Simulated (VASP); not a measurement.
Calculation: TPSS meta-GGA, VASP's PBE PAW potentials (set 64) (plane waves; VASP).

Input for VASP

File POSCAR:
```
KI
1
    0.0000000000     3.5350000000     3.5350000000
    3.5350000000     0.0000000000     3.5350000000
    3.5350000000     3.5350000000     0.0000000000
K I
1 1
Direct
  0.0000000000   0.0000000000   0.0000000000
  0.5000000000   0.5000000000   0.5000000000
```

INCAR:
```
ALGO = Normal
EDIFF = 1E-6
EDIFFG = -0.01
ENCUT = 520
IBRION = 2
ISIF = 3
ISMEAR = 0
LASPH = .True.
LCHARG = .False.
LMAXMIX = 4
LMIXTAU = .True.
LREAL = .False.
LWAVE = .False.
METAGGA = TPSS
NELM = 100
NSW = 60
PREC = Accurate
SIGMA = 0.05
SYSTEM = KI
```

**KPOINTS**
```
K-points
0
G
  6 6 6
0 0 0
```

POTCAR, in this order: K_sv I (PBE.64 set). Program: vasp_std.

Output

OUTCAR:
```
 ion  position               nearest neighbor table
   1  0.000  0.000  0.000-   2 3.54   2 3.54   2 3.54   2 3.54   2 3.54   2 3.54
   2  0.500  0.500  0.500-   1 3.54   1 3.54   1 3.54   1 3.54   1 3.54   1 3.54
  LATTYP: Found a face centered cubic cell.
 ALAT       =     7.0700000000
 Subroutine PRICEL returns:
 Original cell was already a primitive cell.
 Subroutine GETGRP returns: Found 48 space group operations
The static configuration has the point symmetry O_h .
The dynamic configuration has the point symmetry O_h .
 Subroutine INISYM returns: Found 48 space group operations
 Subroutine IBZKPT returns following result:
 Found     16 irreducible k-points:

 Following reciprocal coordinates:
            Coordinates               Weight
  0.000000  0.000000  0.000000      1.000000
  0.166667  0.000000  0.000000      8.000000
  0.333333  0.000000  0.000000      8.000000
  0.500000  0.000000  0.000000      4.000000
  0.166667  0.166667  0.000000      6.000000
  0.333333  0.166667  0.000000     24.000000
  0.500000  0.166667  0.000000     24.000000
 -0.333333  0.166667  0.000000     24.000000
 -0.166667  0.166667  0.000000     12.000000
  0.333333  0.333333  0.000000      6.000000
  0.500000  0.333333  0.000000     24.000000
 -0.333333  0.333333  0.000000     12.000000
  0.500000  0.500000  0.000000      3.000000
  0.500000  0.333333  0.166667     24.000000
 -0.333333  0.333333  0.166667     24.000000
 -0.333333  0.500000  0.166667     12.000000
   k-points           NKPTS =     16   k-points in BZ     NKDIM =     16   number of bands    NBANDS=     12
   number of dos      NEDOS =    301   number of ions     NIONS =      2
   total plane-waves  NPLWV =  64000
   dimension x,y,z NGX =    40 NGY =   40 NGZ =   40
   dimension x,y,z NGXF=    80 NGYF=   80 NGZF=   80
   ions per type =               1   1
   PREC   = accura    normal or accurate (medium, high low for compatibility)
   ISTART =      0    job   : 0-new  1-cont  2-samecut
...
```

File OSZICAR:
```
       N       E                     dE             d eps       ncg     rms          rms(c)
DAV:   1     0.108750343078E+03    0.10875E+03   -0.72542E+03   384   0.145E+03
DAV:   2    -0.354194322711E+01   -0.11229E+03   -0.10501E+03   620   0.303E+02
DAV:   3    -0.122120339574E+02   -0.86701E+01   -0.86097E+01   484   0.801E+01
DAV:   4    -0.128415570182E+02   -0.62952E+00   -0.62817E+00   740   0.253E+01
DAV:   5    -0.128462308763E+02   -0.46739E-02   -0.46730E-02   484   0.174E+00    0.101E+02
DAV:   6    -0.194011979651E+02   -0.65550E+01   -0.13195E+02   384   0.185E+02    0.367E+01
DAV:   7    -0.199344120101E+02   -0.53321E+00   -0.76820E-01   616   0.979E+00    0.256E+01
DAV:   8    -0.199339993275E+02    0.41268E-03   -0.40833E-01   468   0.705E+00    0.106E+01
DAV:   9    -0.199150533526E+02    0.18946E-01   -0.13923E-01   596   0.461E+00    0.622E+00
DAV:  10    -0.199401531446E+02   -0.25100E-01   -0.39688E-02   504   0.210E+00    0.199E+00
DAV:  11    -0.199458551702E+02   -0.57020E-02   -0.54071E-02   456   0.332E+00    0.109E+00
DAV:  12    -0.199586016835E+02   -0.12747E-01   -0.74800E-03   428   0.117E+00    0.427E-01
DAV:  13    -0.199594079834E+02   -0.80630E-03   -0.15530E-03   452   0.385E-01    0.726E-01
DAV:  14    -0.199612922173E+02   -0.18842E-02   -0.51381E-04   504   0.368E-01    0.290E-01
DAV:  15    -0.199612360282E+02    0.56189E-04   -0.65604E-05   444   0.110E-01    0.739E-02
DAV:  16    -0.199613864670E+02   -0.15044E-03   -0.24045E-04   416   0.172E-01    0.375E-02
DAV:  17    -0.199615028156E+02   -0.11635E-03   -0.43351E-05   624   0.677E-02    0.311E-02
DAV:  18    -0.199615087945E+02   -0.59789E-05   -0.33618E-06   460   0.253E-02    0.369E-02
DAV:  19    -0.199615088102E+02   -0.15667E-07   -0.43432E-06   408   0.242E-02
   1 F= -.19961509E+02 E0= -.19961509E+02  d E =-.199615E+02
       N       E                     dE             d eps       ncg     rms          rms(c)
DAV:   1    -0.200543665409E+02   -0.92858E-01   -0.19526E+00   488   0.131E+01    0.214E+00
DAV:   2    -0.199881361883E+02    0.66230E-01   -0.16764E-01   516   0.355E+00    0.767E-01
DAV:   3    -0.199695926375E+02    0.18544E-01   -0.46618E-02   676   0.190E+00    0.761E-01
DAV:   4    -0.199698219787E+02   -0.22934E-03   -0.86179E-03   580   0.889E-01    0.170E-01
DAV:   5    -0.199701880497E+02   -0.36607E-03   -0.42732E-03   452   0.883E-01    0.300E-01
DAV:   6    -0.199713410351E+02   -0.11530E-02   -0.87338E-04   480   0.339E-01    0.172E-02
DAV:   7    -0.199713841489E+02   -0.43114E-04   -0.98097E-05   708   0.808E-02    0.196E-02
DAV:   8    -0.199713782776E+02    0.58713E-05   -0.73971E-05   396   0.104E-01    0.472E-02
DAV:   9    -0.199713905229E+02   -0.12245E-04   -0.74026E-05   436   0.947E-02    0.123E-02
DAV:  10    -0.199713951442E+02   -0.46213E-05   -0.82462E-06   424   0.249E-02    0.630E-03
DAV:  11    -0.199713952992E+02   -0.15501E-06   -0.10233E-06   376   0.103E-02
   2 F= -.19971395E+02 E0= -.19971395E+02  d E =-.988649E-02
       N       E                     dE             d eps       ncg     rms          rms(c)
DAV:   1    -0.202363749449E+02   -0.26498E+00   -0.61468E+00   476   0.230E+01    0.406E+00
DAV:   2    -0.200292106826E+02    0.20716E+00   -0.53607E-01   532   0.618E+00    0.138E+00
DAV:   3    -0.199695082491E+02    0.59702E-01   -0.13555E-01   656   0.321E+00    0.140E+00
DAV:   4    -0.199693687164E+02    0.13953E-03   -0.33243E-02   580   0.163E+00    0.304E-01
DAV:   5    -0.199702782440E+02   -0.90953E-03   -0.15864E-02   448   0.167E+00    0.564E-01
DAV:   6    -0.199749373010E+02   -0.46591E-02   -0.27044E-03   508   0.596E-01    0.519E-02
DAV:   7    -0.199751748713E+02   -0.23757E-03   -0.33014E-04   720   0.137E-01    0.364E-02
DAV:   8    -0.199751753484E+02   -0.47712E-06   -0.20907E-04   396   0.178E-01    0.752E-02
DAV:   9    -0.199752219608E+02   -0.46612E-04   -0.14202E-04   432   0.125E-01    0.289E-02
DAV:  10    -0.199752286025E+02   -0.66417E-05   -0.85056E-06   452   0.280E-02    0.116E-02
DAV:  11    -0.199752303340E+02   -0.17315E-05   -0.66760E-06   388   0.269E-02    0.271E-03
DAV:  12    -0.199752306680E+02   -0.33401E-06   -0.84990E-07   348   0.904E-03
   3 F= -.19975231E+02 E0= -.19975231E+02  d E =-.137219E-01
       N       E                     dE             d eps       ncg     rms          rms(c)
DAV:   1    -0.199944100689E+02   -0.19180E-01   -0.42664E-01   488   0.602E+00    0.909E-01
DAV:   2    -0.199791669224E+02    0.15243E-01   -0.36219E-02   476   0.167E+00    0.343E-01
DAV:   3    -0.199753369593E+02    0.38300E-02   -0.11614E-02   676   0.932E-01    0.323E-01
DAV:   4    -0.199755593624E+02   -0.22240E-03   -0.11549E-03   696   0.357E-01    0.947E-02
DAV:   5    -0.199756140915E+02   -0.54729E-04   -0.55629E-04   432   0.312E-01    0.119E-01
DAV:   6    -0.199758145676E+02   -0.20048E-03   -0.19020E-04   616   0.143E-01    0.936E-03
DAV:   7    -0.199758184328E+02   -0.38653E-05   -0.11324E-05   492   0.307E-02    0.796E-03
DAV:   8    -0.199758176012E+02    0.83168E-06   -0.15090E-05   400   0.444E-02    0.135E-02
DAV:   9    -0.199758203435E+02   -0.27423E-05   -0.73370E-06   444   0.282E-02    0.437E-03
DAV:  10    -0.199758198998E+02    0.44368E-06   -0.37717E-07   212   0.755E-03
   4 F= -.19975820E+02 E0= -.19975820E+02  d E =-.143111E-01
```

### OUTCAR
```
------------------------ aborting loop because EDIFF is reached ----------------------------------------
  FORCE on cell =-STRESS in cart. coord.  units (eV):
  Direction    XX          YY          ZZ          XY          YZ          ZX
  --------------------------------------------------------------------------------------
  Total       -0.0029684     -0.0029684     -0.0029684      0.0000000      0.0000000     -0.0000000
  in kB       -0.0501775     -0.0501775     -0.0501775      0.0000000      0.0000000     -0.0000000
  external PRESSURE =      -0.0501775 kB  Pullay stress =       0.0000000 kB
  volume of cell :       94.78
      direct lattice vectors                 reciprocal lattice vectors
     0.000000000  3.618781161  3.618781161    -0.138168068  0.138168068  0.138168068
     3.618781161  0.000000000  3.618781161     0.138168068 -0.138168068  0.138168068
     3.618781161  3.618781161 -0.000000000     0.138168068  0.138168068 -0.138168068
  FREE ENERGIE OF THE ION-ELECTRON SYSTEM (eV)
  ---------------------------------------------------
  free  energy   TOTEN  =       -19.9758198998 eV

  energy  without entropy=      -19.9758198998  energy(sigma->0) =      -19.97581990

 reached required accuracy - stopping structural energy minimisation
```
(Selected blocks of OUTCAR.)

File CONTCAR:
```
KI
   1.00000000000000
     0.0000000000000000    3.6187811607270119    3.6187811607270119
     3.6187811607270119    0.0000000000000000    3.6187811607270119
     3.6187811607270119    3.6187811607270119   -0.0000000000000000
  K               I
     1     1
Direct
     0.0000000000000000    0.0000000000000000    0.0000000000000000
     0.5000000000000000    0.5000000000000000    0.5000000000000000
```

Energy and stress use the plane-wave basis of the starting cell.

The compound is KI in the rock salt structure. This run relaxes it. Symmetry was kept, so distortions that lower it aren't found.
